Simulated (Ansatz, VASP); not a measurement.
# GaP in two plane-wave programs, part 2 of 2

One calculation is typed for both programs; each brings its own data sets. How far apart do they land? The cell is taken from a series of runs on this material, whose earlier steps may have relaxed, scaled, displaced or heated it; both programs get it as it stands.

VASP 6.6.1 and Ansatz 0.2.0.

So far: The structure; VASP: zone-centre phonons, LDA, pair 1; Ansatz: zone-centre phonons, LDA, pair 1.

## 4. Comparison

Known differences besides the potentials themselves: the two LDA forms differ slightly; VASP's run holds the zone centre alone; the cutoff is 420 eV in Ansatz and 500 eV in VASP; VASP's log shows a relativistic correction to its local exchange, Ansatz's none. Total energies have different zeros and are not compared.

Compared:

| quantity | Ansatz | VASP | difference |
| --- | --- | --- | --- |
| optical mode 1 to 3 (cm⁻¹) | 354.8 | 355.0 | -0.07 % |

Modes are paired by rising frequency, not by their patterns, so a pair may set unlike modes beside each other; they are those without the splitting of longitudinal modes. The cell carries a charge of -0.04 e against a uniform background, so its pressure also hangs on how the neutralising background is counted, and in a defect's cell a gap may be the spacing between its levels.

## 5. Ansatz: zone-centre phonons, LDA, pair 2

Second derivatives magnify differences that forces hide, and they need a tight electronic threshold.

The cell is taken from a series of runs on this material, whose earlier steps may have relaxed, scaled, displaced or heated it; both programs get it as it stands.

File input.yaml:

```yaml
crystal:
  lattice:
    - [0.0, 2.6956501181, 2.6956501181]
    - [2.6956501181, 0.0, 2.6956501181]
    - [2.6956501181, 2.6956501181, 0.0]
  atoms:
    - { symbol: Ga, position: [0.0, 0.0, 0.0] }
    - { symbol: P, position: [0.75, 0.75, 0.75] }
total_charge: -0.12
kpoints:
  mp_grid: { grid: [12, 12, 12] }
hamiltonian:
  xc: lda
scf:
  occupations: { method: fermi_dirac, width: 0.05 }
  n_extra_bands: 8
output:
  eigenvalues: true
phonons:
  method: dfpt
  qmesh: [2, 2, 2]
  temperatures: { t_max: 1000, t_step: 50 }
  qpath:
    path:
      - [[0.0, 0.0, 0.0], [-0.5, -0.5, 0.0], [-0.375, -0.375, 0.25]]
      - [[-0.375, 0.0, 0.375], [0.0, 0.0, 0.0], [0.0, 0.0, 0.5], [-0.5, -0.25, 0.25], [-0.5, -0.5, 0.0]]
    npoints: 10
```

Started as:

```console
ansatz run input.yaml --threads 4 --pin off --max-ram 8192MiB --backend cpu --events-out ev --progress --plain --runs-dir out
```

Numbers of over 12 decimals in the logs are rounded to 6 here.

Log:

```text
[...]
Crystal: 2 atoms, lattice volume = 39.176 Å³
Basis set: ecut = 420 eV, 749 PW (Γ), exchange–correlation on 54×54×54 points (8 copies of the dense FFT grid, shifted against one another)
Bands: 18, of which v1, the nominal top of the filled ones, is band 9 counted from 1 (8 counted from 0)
Symmetry: 24 space group operations
k-points: 72 of 1728 (time reversal used)
[...]
k-point 71: bands = [... 5 lower, -2.2817, 0.4386, 3.4339, 3.5768, 11.7973, 12.1266, 13.1940, 13.2685, ... 5 higher]
[...]
ASR residual: 3.039e-5 → 0.000e0 eV/Å²; symmetrization residual: 2.111e-6 eV/Å²
  ASR residual per site (eV/Å²): 2.86e-5 3.04e-5
  Γ frequencies (cm⁻¹): 0.00 0.00 0.00 347.90 347.90 347.90
--- Phonons (arbitrary-q DFPT): 3 irreducible q on the 2×2×2 mesh ---
[...]
interpolated dispersion: 62 rows × 6 modes
[...]
[key lines of the parts left out:]
SCF converged after 12 iterations
Free energy (F): -4432.703718 eV
Fermi energy:    9.046198 eV
```

## 6. VASP: zone-centre phonons, LDA, pair 2

The same cell, functional (in two slightly different forms), mesh and smearing now go to VASP, with its own data sets.

File INCAR:

```
SYSTEM = GaP
PREC = Accurate
ENCUT = 500
EDIFF = 1E-08
NELM = 120
ISMEAR = -1
SIGMA = 0.05
LREAL = .FALSE.
ALGO = Normal
GGA = CA
NELECT = 18.12
NBANDS = 15
LORBIT = 11
LWAVE = .FALSE.
LCHARG = .FALSE.
ISIF = 2
IBRION = 8
LASPH = .TRUE.
GGA_COMPAT = .FALSE.
KPAR = 2
```

File POSCAR:

```
GaP
1.0
    0.0000000000      2.6956501181      2.6956501181
    2.6956501181      0.0000000000      2.6956501181
    2.6956501181      2.6956501181      0.0000000000
Ga P
1 1
Direct
    0.0000000000      0.0000000000      0.0000000000
    0.7500000000      0.7500000000      0.7500000000
```

File KPOINTS:

```
Automatic mesh
0
Gamma
12 12 12
0 0 0
```

Potentials, in the order of the species: Ga_d and P (LDA family, release 64).

Started as:

```console
mpirun -np 2 vasp_std
```

Log:

```text
[... set-up lines as in an earlier step ...]
 entering main loop
       N       E                     dE             d eps       ncg     rms          rms(c)
DAV:   1     0.777473296751E+02    0.77747E+02   -0.88976E+03  2239   0.170E+03
DAV:   2    -0.416598398452E+01   -0.81913E+02   -0.78656E+02  2447   0.310E+02
DAV:   3    -0.992852436070E+01   -0.57625E+01   -0.57384E+01  2734   0.671E+01
DAV:   4    -0.100223280260E+02   -0.93804E-01   -0.93784E-01  2644   0.929E+00
DAV:   5    -0.100242578496E+02   -0.19298E-02   -0.19297E-02  2837   0.113E+00BRMIX: very serious problems
 the old and the new charge density differ
 old charge density:    18.00000 new   18.12000
BRMIX: very serious problems
 the old and the new charge density differ
 old charge density:    18.00000 new   18.12000
    0.457E+00
DAV:   6    -0.973216945473E+01    0.29209E+00   -0.40474E-01  3329   0.108E+01    0.297E+00
DAV:   7    -0.968281644959E+01    0.49353E-01   -0.93594E-02  2999   0.232E+00    0.110E+00
DAV:   8    -0.967791425539E+01    0.49022E-02   -0.11873E-02  2701   0.129E+00    0.198E-01
[...]
RMM:  14    -0.165491622359E+00    0.23300E-07   -0.27147E-07 16310   0.329E-05    0.102E-06
RMM:  15    -0.165491603107E+00    0.19252E-07   -0.17040E-07 15204   0.227E-05    0.526E-07
RMM:  16    -0.165491596652E+00    0.64551E-08   -0.92596E-08 12299   0.180E-05    0.316E-07
 first order change of Fermi-energy   0.42591E-04
 force on displaced ion       1 direction 1 :  -9.555  -0.000  -0.000
 Linear response progress:
  Degree of freedom:   2/  2
       N       E                     dE             d eps       ncg     rms          rms(c)
RMM:   1    -0.508690704431E-01   -0.50869E-01    0.81082E-03 19356   0.184E+00
RMM:   2    -0.475316857747E-01    0.33374E-02   -0.61326E-03 15320   0.543E-01    0.120E-01
RMM:   3    -0.476172605226E-01   -0.85575E-04   -0.56596E-04 16837   0.176E-01    0.577E-02
RMM:   4    -0.479031549940E-01   -0.28589E-03   -0.10888E-04 16411   0.670E-02    0.117E-02
[...]
RMM:  13    -0.478933672816E-01   -0.13665E-07   -0.30621E-07 12670   0.176E-05    0.524E-07
RMM:  14    -0.478933500097E-01    0.17272E-07   -0.15003E-07  9408   0.139E-05    0.106E-07
RMM:  15    -0.478933699428E-01   -0.19933E-07   -0.35902E-07  7603   0.127E-05    0.481E-08
 first order change of Fermi-energy   0.41010E-04
 force on displaced ion       2 direction 1 :  -9.549  -0.000  -0.000
 Linear response finished
```

Parts of OUTCAR (step 6):

```text
  Total        1.2121979      1.2121979      1.2121979     -0.0000000      0.0000000      0.0000000
  in kB       49.5750934     49.5750934     49.5750934     -0.0000000      0.0000000      0.0000000
  external PRESSURE =      49.5750934 kB  Pullay stress =       0.0000000 kB

 POSITION                                       TOTAL-FORCE (eV/Angst)
 -----------------------------------------------------------------------------------
      0.00000      0.00000      0.00000        -0.000000     -0.000000     -0.000000
      4.04348      4.04348      4.04348         0.000000      0.000000      0.000000
 -----------------------------------------------------------------------------------
    total drift:                               -0.000000     -0.000000     -0.000000

[... 2 parts as in an earlier step ...]
```

## 7. Side by side

The two programs side by side:

```csv
quantity,Ansatz,VASP,difference
optical mode 1 to 3 (cm⁻¹),347.9,348.0,-0.03 %
```

Modes are paired by rising frequency, not by their patterns, so a pair may set unlike modes beside each other; they are those without the splitting of longitudinal modes. The cell carries a charge of -0.12 e against a uniform background, so its pressure also hangs on how the neutralising background is counted, and in a defect's cell a gap may be the spacing between its levels.

## 8. Ansatz: zone-centre phonons, LDA, pair 3

Second derivatives magnify differences that forces hide, and they need a tight electronic threshold.

The cell is taken from a series of runs on this material, whose earlier steps may have relaxed, scaled, displaced or heated it; both programs get it as it stands.

input.yaml: that of step 5 with these lines changed.

```diff
@@ -8,3 +8,3 @@
     - { symbol: P, position: [0.75, 0.75, 0.75] }
-total_charge: -0.12
+total_charge: -0.3
 kpoints:
```

Started as:

```console
ansatz run input.yaml --threads 4 --pin off --max-ram 8192MiB --backend cpu --events-out ev --progress --plain --runs-dir out
```

Log:

```text
[...]
Crystal: 2 atoms, lattice volume = 39.176 Å³
Basis set: ecut = 420 eV, 749 PW (Γ), exchange–correlation on 54×54×54 points (8 copies of the dense FFT grid, shifted against one another)
Bands: 18, of which v1, the nominal top of the filled ones, is band 9 counted from 1 (8 counted from 0)
Symmetry: 24 space group operations
k-points: 72 of 1728 (time reversal used)
[...]
k-point 71: bands = [... 5 lower, -2.3231, 0.3915, 3.3670, 3.5096, 11.7121, 12.0764, 13.1070, 13.1992, ... 5 higher]
[...]
ASR residual: 5.691e-5 → 0.000e0 eV/Å²; symmetrization residual: 2.336e-6 eV/Å²
  ASR residual per site (eV/Å²): 4.14e-5 5.69e-5
  Γ frequencies (cm⁻¹): 0.00 0.00 0.00 327.07 327.07 327.07
--- Phonons (arbitrary-q DFPT): 3 irreducible q on the 2×2×2 mesh ---
[...]
interpolated dispersion: 62 rows × 6 modes
[...]
[key lines of the parts left out:]
SCF converged after 11 iterations
Free energy (F): -4431.051641 eV
Fermi energy:    9.265737 eV
```

## 9. VASP: zone-centre phonons, LDA, pair 3

The same cell, functional (in two slightly different forms), mesh and smearing now go to VASP, with its own data sets.

INCAR: that of step 6 with these lines changed.

```diff
@@ -10,3 +10,3 @@
 GGA = CA
-NELECT = 18.12
+NELECT = 18.3
 NBANDS = 15
```

POSCAR is that of step 6.

KPOINTS is that of step 6.

Started as:

```console
mpirun -np 2 vasp_std
```

Log:

```text
[... set-up lines as in an earlier step ...]
 entering main loop
       N       E                     dE             d eps       ncg     rms          rms(c)
DAV:   1     0.800567589864E+02    0.80057E+02   -0.89533E+03  2239   0.171E+03
DAV:   2    -0.291001844162E+01   -0.82967E+02   -0.79879E+02  2447   0.313E+02
DAV:   3    -0.872306672099E+01   -0.58130E+01   -0.57867E+01  2734   0.676E+01
DAV:   4    -0.881723696179E+01   -0.94170E-01   -0.94148E-01  2644   0.934E+00
DAV:   5    -0.881916860481E+01   -0.19316E-02   -0.19315E-02  2837   0.114E+00BRMIX: very serious problems
 the old and the new charge density differ
 old charge density:    18.00000 new   18.30000
BRMIX: very serious problems
 the old and the new charge density differ
 old charge density:    18.00000 new   18.30000
    0.476E+00
DAV:   6    -0.851187901279E+01    0.30729E+00   -0.45043E-01  3332   0.991E+00    0.309E+00
DAV:   7    -0.846470329452E+01    0.47176E-01   -0.98410E-02  3141   0.246E+00    0.114E+00
DAV:   8    -0.845927368881E+01    0.54296E-02   -0.11012E-02  2725   0.127E+00    0.189E-01
[...]
RMM:  14    -0.165807593804E+00    0.58247E-08   -0.19381E-07 17603   0.501E-05    0.654E-07
RMM:  15    -0.165807578452E+00    0.15352E-07   -0.75178E-08 15624   0.399E-05    0.361E-07
RMM:  16    -0.165807576027E+00    0.24246E-08   -0.66224E-08 12623   0.352E-05    0.280E-07
 first order change of Fermi-energy   0.15847E-03
 force on displaced ion       1 direction 1 :  -8.460  -0.000  -0.000
 Linear response progress:
  Degree of freedom:   2/  2
       N       E                     dE             d eps       ncg     rms          rms(c)
RMM:   1    -0.511849860861E-01   -0.51185E-01    0.10205E-02 19365   0.186E+00
RMM:   2    -0.478278741688E-01    0.33571E-02   -0.61985E-03 15318   0.551E-01    0.118E-01
RMM:   3    -0.479742366131E-01   -0.14636E-03   -0.59476E-04 16811   0.182E-01    0.558E-02
RMM:   4    -0.482888824364E-01   -0.31465E-03   -0.10871E-04 16318   0.694E-02    0.122E-02
[...]
RMM:  10    -0.482811011195E-01   -0.23759E-06   -0.38673E-09 16808   0.125E-04    0.173E-05
RMM:  11    -0.482810691205E-01    0.31999E-07   -0.11409E-08 17483   0.509E-05    0.472E-06
RMM:  12    -0.482810721112E-01   -0.29907E-08   -0.17365E-08 16809   0.255E-05    0.133E-06
 first order change of Fermi-energy  -0.62204E-04
 force on displaced ion       2 direction 1 :  -8.453   0.000   0.000
 Linear response finished
```

From OUTCAR (step 9):

```text
  Total        3.0513469      3.0513469      3.0513469      0.0000000     -0.0000000     -0.0000000
  in kB      124.7905223    124.7905223    124.7905223      0.0000000     -0.0000000     -0.0000000
  external PRESSURE =     124.7905223 kB  Pullay stress =       0.0000000 kB

 POSITION                                       TOTAL-FORCE (eV/Angst)
 -----------------------------------------------------------------------------------
      0.00000      0.00000      0.00000         0.000000      0.000000      0.000000
      4.04348      4.04348      4.04348        -0.000000     -0.000000     -0.000000
 -----------------------------------------------------------------------------------
    total drift:                               -0.000000     -0.000000     -0.000000

[... 2 parts as in an earlier step ...]
```

## 10. Side by side

The two programs side by side:

| quantity | Ansatz | VASP | difference |
| --- | --- | --- | --- |
| optical mode 1 to 3 (cm⁻¹) | 327.1 | 327.4 | -0.11 % |

Modes are paired by rising frequency, not by their patterns, so a pair may set unlike modes beside each other; they are those without the splitting of longitudinal modes. The cell carries a charge of -0.3 e against a uniform background, so its pressure also hangs on how the neutralising background is counted, and in a defect's cell a gap may be the spacing between its levels.

## 11. Summary of results

- r.m.s. difference of the optical zone-centre modes, each program's sorted by frequency (zone-centre phonons, LDA, pair 1): 0.24 cm⁻¹
- r.m.s. difference of the optical zone-centre modes, each program's sorted by frequency (zone-centre phonons, LDA, pair 2): 0.093 cm⁻¹
- r.m.s. difference of the optical zone-centre modes, each program's sorted by frequency (zone-centre phonons, LDA, pair 3): 0.36 cm⁻¹

What this shows: The r.m.s. difference of the optical zone-centre modes, each program's sorted by frequency is 0.24 cm⁻¹ (zone-centre phonons, LDA, pair 1). Such differences can come from data sets, numerical settings and the points named under the comparisons, not from the functional's error against experiment.

[Lines on the potential files, build, host, timing and source positions are cut from VASP's logs without a mark.]

[Logs are printed without paths, hosts, clocks, repeated set-up lines and the standing remarks that a program may print on its own settings, such as how far it seeks lower states.]

[Hosts, paths, dates, database ids (printed as entryN), source tags and the programs' standing remarks are cut or masked in the printed files.]
